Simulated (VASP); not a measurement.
# K2LiAlH6 (Fm-3m) in VASP: a series of runs

One crystal, K2LiAlH6, is run at these levels: LDA; tasks: single point, relaxation of cell and atoms.

Everything below comes from runs of VASP 6.6.1. Logs are shortened: lines on timing, memory, paths and dates and some standing lists are left out, and cuts for length are marked.

**1. The structure**

It takes space group Fm-3m (No. 225, cubic). The conventional cell has a = 7.830 Å, b = 7.830 Å, c = 7.830 Å, α = 90.00°, β = 90.00°, γ = 90.00°. K (site symmetry -43m) has 12 H at 2.77 Å as nearest neighbours. Around Li (site symmetry m-3m) lie 6 H at 2.13 Å. Al (site symmetry m-3m) is surrounded by 6 H at 1.79 Å. H (site symmetry 4mm) is surrounded by 1 Al at 1.79 Å.

The cell comes from a database or a generator and needn't be the stable form of this composition.

**2. Single point, LDA (relaxed again under DFT LDA, scalar-relativistic, plane waves, PAW)**

INCAR

```
SYSTEM = K2LiAlH6
PREC = Accurate ; ENCUT = 520
EDIFF = 1E-6 ; ISMEAR = 0
SIGMA = 0.02 ; LREAL = .False.
LASPH = .True. ; NELM = 100
ALGO = Normal ; ISIF = 2
LWAVE = .False. ; LCHARG = .False.
GGA = CA ; NBANDS = 26
```

KPOINTS

```
regular mesh
0
Gamma
  6 6 6
  0 0 0
```

POSCAR

```
K2LiAlH6
1.0
    0.0000000000      3.7865129873      3.7865129873
    3.7865129873      0.0000000000      3.7865129873
    3.7865129873      3.7865129873      0.0000000000
K Li Al H
2 1 1 6
Direct
    0.7500000000      0.7500000000      0.7500000000
    0.2500000000      0.2500000000      0.2500000000
    0.5000000000      0.5000000000      0.5000000000
    0.0000000000      0.0000000000      0.0000000000
    0.7664566440      0.2335433560      0.2335433560
    0.7664566440      0.2335433560      0.7664566440
    0.2335433560      0.7664566440      0.7664566440
    0.2335433560      0.7664566440      0.2335433560
    0.2335433560      0.2335433560      0.7664566440
    0.7664566440      0.7664566440      0.2335433560
```

Potentials or basis: VASP PAW LDA potentials, release 64 (K_sv, Li_sv, Al, H).

On the command line:

```console
cat potpaw_LDA.64/K_sv/POTCAR potpaw_LDA.64/Li_sv/POTCAR potpaw_LDA.64/Al/POTCAR potpaw_LDA.64/H/POTCAR > POTCAR
mpirun -np 1 vasp_std > vasp.out
```

OUTCAR:

```text
SYSTEM = K2LiAlH6
   PREC = Accurate
   ENCUT = 520
   EDIFF = 1E-6
   ISMEAR = 0
   LREAL = .False.
   LASPH = .True.
   NELM = 100
   ISIF = 2
   GGA = CA

 ion  position               nearest neighbor table
   1  0.750  0.750  0.750-   4 3.28   4 3.28   4 3.28   4 3.28   2 3.79   2 3.79   2 3.79   2 3.79
                             2 3.79   2 3.79
   2  0.250  0.250  0.250-   4 3.28   4 3.28   4 3.28   4 3.28   1 3.79   1 3.79   1 3.79   1 3.79
                             1 3.79   1 3.79
   3  0.500  0.500  0.500-
   4  0.000  0.000  0.000-   5 1.77   6 1.77   7 1.77   8 1.77   9 1.77  10 1.77   1 3.28   1 3.28
                             1 3.28   2 3.28   1 3.28   2 3.28   2 3.28   2 3.28
   5  0.766  0.234  0.234-   4 1.77
   6  0.766  0.234  0.766-   4 1.77
   7  0.234  0.766  0.766-   4 1.77
   8  0.234  0.766  0.234-   4 1.77
   9  0.234  0.234  0.766-   4 1.77
  10  0.766  0.766  0.234-   4 1.77

  LATTYP: Found a face centered cubic cell.
 ALAT       =     7.5730259746

  Lattice vectors:

 A1 = (   0.0000000000,   3.7865129873,   3.7865129873)
 A2 = (   3.7865129873,   0.0000000000,   3.7865129873)
 A3 = (   3.7865129873,   3.7865129873,   0.0000000000)

Analysis of symmetry for initial positions (statically):
=====================================================================
 Subroutine PRICEL returns:
 Original cell was already a primitive cell.

 Routine SETGRP: Setting up the symmetry group for a
 face centered cubic supercell.

 Subroutine GETGRP returns: Found 48 space group operations
 (whereof 48 operations were pure point group operations)
 out of a pool of 48 trial point group operations.

The static configuration has the point symmetry O_h .

Analysis of symmetry for dynamics (positions and initial velocities):
=====================================================================
 Subroutine PRICEL returns:
 Original cell was already a primitive cell.

 Routine SETGRP: Setting up the symmetry group for a
 face centered cubic supercell.

 Subroutine GETGRP returns: Found 48 space group operations
 (whereof 48 operations were pure point group operations)
 out of a pool of 48 trial point group operations.

The dynamic configuration has the point symmetry O_h .

 Subroutine INISYM returns: Found 48 space group operations
 (whereof 48 operations are pure point group operations),
[... 109 lines left out ...]
   ISIF   =      2    stress and relaxation
   ISYM   =      2    0-nonsym 1-usesym 2-fastsym
   POTIM  = 0.5000    time-step for ionic-motion
   TEBEG  =    0.0;   TEEND  =   0.0 temperature during run
   PSTRESS=    0.0 pullay stress
   NELECT =      30.0000    total number of electrons
   NUPDOWN=      -1.0000    fix difference up-down
   EMIN   =  10.00;   EMAX   =-10.00  energy-range for DOS
   EFERMI =   0.00;   METHOD = LEGACY
   ISMEAR =     0;   SIGMA  =   0.02  broadening in eV -4-tet -1-fermi 0-gaus
   EFERMI_NEDOS =   21; number of points for ismear=-14 and -15
   IALGO  =     38    algorithm
   IMIX   =      4    mixing-type and parameters
     AMIX     =   0.40;   BMIX     =  1.00
     AMIX_MAG =   1.60;   BMIX_MAG =  1.00
  volume/ion in A,a.u.               =      10.86        73.27
  Fermi-wavevector in a.u.,A,eV,Ry     =   1.066267  2.014952 15.468796  1.136924
  Thomas-Fermi vector in A             =   2.201845
   LORBIT       =      0    0 simple, 1 ext, 2 COOP (PROOUT), +10 PAW based schemes
   GGA     = CA    functional components
   LHFCALC =     F    Hartree Fock is set to
   AEXX    =    0.0000 exact exchange contribution
   IVDW    =     0    specifies the selected vdW correction
   LEPSILON=     F    determine dielectric tensor
   LRPA    =     F    only Hartree local field effects (RPA)
 non-spin polarized calculation
 Gauss-broadening in eV      SIGMA  =   0.02
  energy-cutoff  :      520.00
  volume of cell :      108.58
 maximum number of plane-waves:      2954
   NGX = 19   NGY = 19   NGZ = 19

 number of electron      30.0000000 magnetization

 Free energy of the ion-electron system (eV)
  ---------------------------------------------------
  ext. energy  EPLUGINS =         0.00000000
  ---------------------------------------------------
  free energy    TOTEN  =       -32.88557295 eV

  energy without entropy =      -32.88557295  energy(sigma->0) =      -32.88557295

 E-fermi :   0.8674     XC(G=0):  -9.2587

 val. band max:        0.7427605461   @ k =   0.5000   0.5000   0.0000
 cond. band min:       3.0774335975   @ k =   0.0000   0.0000   0.0000
 fundamental gap:      2.3346730514
 Fermi energy:         0.8673587994

 k-point     1 :       0.0000    0.0000    0.0000
  band No.  band energies     occupation
      1     -43.3897      2.00000
      2     -27.9620      2.00000
      3     -27.8823      2.00000
      4     -11.8732      2.00000
      5     -11.8732      2.00000
      6     -11.8732      2.00000
[... 453 lines left out ...]
     25       9.1797      0.00000
     26       9.2142      0.00000

------------------------ aborting loop because EDIFF is reached ----------------------------------------

  FORCE on cell =-STRESS in cart. coord.  units (eV):
  Direction    XX          YY          ZZ          XY          YZ          ZX
  --------------------------------------------------------------------------------------
  -------------------------------------------------------------------------------------
  Total        0.0533472      0.0533472      0.0533472      0.0000000      0.0000000     -0.0000000
  in kB        0.7871789      0.7871789      0.7871789      0.0000000      0.0000000     -0.0000000
  external PRESSURE =       0.7871789 kB  Pullay stress =       0.0000000 kB

 VOLUME and BASIS-vectors are now :
 -----------------------------------------------------------------------------
  energy-cutoff  :      520.00
  volume of cell :      108.58
      direct lattice vectors                 reciprocal lattice vectors
     0.000000000  3.786512987  3.786512987    -0.132047613  0.132047613  0.132047613
     3.786512987  0.000000000  3.786512987     0.132047613 -0.132047613  0.132047613
     3.786512987  3.786512987  0.000000000     0.132047613  0.132047613 -0.132047613

 POSITION                                       TOTAL-FORCE (eV/Angst)
 -----------------------------------------------------------------------------------
      5.67977      5.67977      5.67977        -0.000000     -0.000000     -0.000000
      1.89326      1.89326      1.89326         0.000000     -0.000000      0.000000
      3.78651      3.78651      3.78651        -0.000000     -0.000000     -0.000000
      0.00000      0.00000      0.00000        -0.000000     -0.000000     -0.000000
      1.76863      3.78651      3.78651         0.005090     -0.000000      0.000000
      3.78651      5.80440      3.78651        -0.000000     -0.005090      0.000000
      5.80440      3.78651      3.78651        -0.005090     -0.000000      0.000000
      3.78651      1.76863      3.78651        -0.000000      0.005090      0.000000
      3.78651      3.78651      1.76863        -0.000000     -0.000000      0.005090
      3.78651      3.78651      5.80440        -0.000000     -0.000000     -0.005090
 -----------------------------------------------------------------------------------
    total drift:                                0.000000      0.000000      0.000000

  FREE ENERGIE OF THE ION-ELECTRON SYSTEM (eV)
  ---------------------------------------------------
  free  energy   TOTEN  =       -32.8855729520 eV

  energy  without entropy=      -32.8855729520  energy(sigma->0) =      -32.88557295
```

Run time: 38 s. Hardware: 1 thread of Intel Xeon Platinum 8488C (Sapphire Rapids), shared host; peak memory 0.21 GiB.

What came out:

- Free energy: -32.8856 eV
- Largest force: 0.005 eV/Å
- Band gap on the k mesh: 2.33 eV, indirect (least direct gap 2.98 eV)

Forces on the atoms (eV/Å):
```
K    0.000  0.000  0.000
K    0.000  0.000  0.000
Li   0.000  0.000  0.000
Al   0.000  0.000  0.000
H    0.005  0.000  0.000
H    0.000 -0.005  0.000
H   -0.005  0.000  0.000
H    0.000  0.005  0.000
H    0.000  0.000  0.005
H    0.000  0.000 -0.005
```

Levels at points of the mesh, in eV from the valence-band top:
```
           k point  band 13  band 14  band 15  band 16  band 17  band 18
(0.00, 0.00, 0.00)    -3.07    -0.65    -0.65     2.33     5.30     5.30
(0.50, 0.00, 0.00)    -2.42    -1.35    -1.35     3.03     4.06     5.95
(0.50, 0.50, 0.00)    -2.69    -2.43     0.00     3.40     4.75     4.75
```

Caveat: the cutoff is under 1.25 times the usual one of these potentials, so pressure, stress and relaxed cells hold a basis-set (Pulay) error.

**3. Relaxation of cell and atoms, LDA**

INCAR

```
PREC = Accurate ; ENCUT = 600
EDIFF = 1E-6 ; ISMEAR = 0
SIGMA = 0.02 ; LREAL = F
LASPH = T ; NELM = 100
ALGO = Normal ; ISIF = 3
LWAVE = F ; LCHARG = F
IBRION = 2 ; NSW = 70
EDIFFG = -0.005
```

KPOINTS

```
regular mesh
0
Gamma
  6 6 6
```

POSCAR

```
K2LiAlH6
1.0
    0.0000000000      3.9149320482      3.9149320482
    3.9149320482      0.0000000000      3.9149320482
    3.9149320482      3.9149320482      0.0000000000
K Li Al H
2 1 1 6
Direct
    0.7500000000      0.7500000000      0.7500000000
    0.2500000000      0.2500000000      0.2500000000
    0.5000000000      0.5000000000      0.5000000000
    0.0000000000      0.0000000000      0.0000000000
    0.7714411720      0.2285588280      0.2285588280
    0.7714411720      0.2285588280      0.7714411720
    0.2285588280      0.7714411720      0.7714411720
    0.2285588280      0.7714411720      0.2285588280
    0.2285588280      0.2285588280      0.7714411720
    0.7714411720      0.7714411720      0.2285588280
```

Potentials or basis: VASP PAW LDA potentials, release 64 (K_sv, Li_sv, Al, H).

On the command line:

```console
cat potpaw_LDA.64/K_sv/POTCAR potpaw_LDA.64/Li_sv/POTCAR potpaw_LDA.64/Al/POTCAR potpaw_LDA.64/H/POTCAR > POTCAR
mpirun -np 1 vasp_std > vasp.out
```

Wall time 4.3 min (1 thread of Intel Xeon Platinum 8488C (Sapphire Rapids), shared host); peak memory 0.3 GiB.

It converged, with:

```yaml
Free_energy: -32.8914 eV
Relaxed_volume: 10.90 Å³/atom
Relaxed_cell: a = 5.363 Å, b = 5.363 Å, c = 5.363 Å, α = 60.00°, β = 60.00°, γ = 60.00°
Space_group_after_relaxing_to_0.05_Å: Fm-3m (No. 225)
Energy_gained_by_relaxing: 10.9 meV/atom
Ionic_steps: 9
Pressure_after_relaxing: 0.0 GPa
Largest_force_after_relaxing: 0.004 eV/Å
Band_gap_on_the_k_mesh: 2.32 eV, indirect (least direct gap 2.97 eV)
```

Forces on the atoms (eV/Å):
```
K    0.000  0.000  0.000
K    0.000  0.000  0.000
Li   0.000  0.000  0.000
Al   0.000  0.000  0.000
H    0.004  0.000  0.000
H    0.000 -0.004  0.000
H   -0.004  0.000  0.000
H    0.000  0.004  0.000
H    0.000  0.000  0.004
H    0.000  0.000 -0.004
```

Step by step:
| step | energy change (eV) | largest force (eV/Å) | pressure (GPa) | volume (Å³) |
| --- | --- | --- | --- | --- |
| 1 | 0.0000 | 0.0256 | -2.85 | 120.01 |
| 2 | -0.0539 | 0.1073 | -1.79 | 116.34 |
| 3 | -0.0851 | 0.2263 | -0.11 | 111.48 |
| 4 | -0.0853 | 0.2402 | 0.10 | 110.95 |
| 5 | -0.1020 | 0.1329 | 0.09 | 109.94 |
| 6 | -0.1090 | 0.0011 | 0.11 | 108.67 |
| 7 | -0.1091 | 0.0067 | 0.13 | 108.74 |
| 8 | -0.1091 | 0.0115 | 0.12 | 108.79 |
| 9 | -0.1092 | 0.0044 | 0.00 | 109.05 |

Final structure:
```
K Li Al H
1.0
     0.00000    3.79197    3.79197
     3.79197    0.00000    3.79197
     3.79197    3.79197    0.00000
K Li Al H
2 1 1 6
Direct
  0.75000 0.75000 0.75000
  0.25000 0.25000 0.25000
  0.50000 0.50000 0.50000
  0.00000 0.00000 0.00000
  0.76666 0.23334 0.23334
  0.76665 0.23335 0.76665
  0.23335 0.76665 0.76665
  0.23334 0.76666 0.23334
  0.23334 0.23334 0.76666
  0.76665 0.76665 0.23335
```

Levels at points of the mesh, in eV from the valence-band top:
```tsv
k point	band 13	band 14	band 15	band 16	band 17	band 18
(0.00, 0.00, 0.00)	-3.06	-0.65	-0.65	2.32	5.29	5.29
(0.50, 0.00, 0.00)	-2.42	-1.34	-1.34	3.03	4.05	5.94
(0.50, 0.50, 0.00)	-2.69	-2.42	0.00	3.40	4.75	4.75
```

Caveat: the cutoff is under 1.25 times the usual one of these potentials, so pressure, stress and relaxed cells hold a basis-set (Pulay) error. A k mesh can miss the band edges.
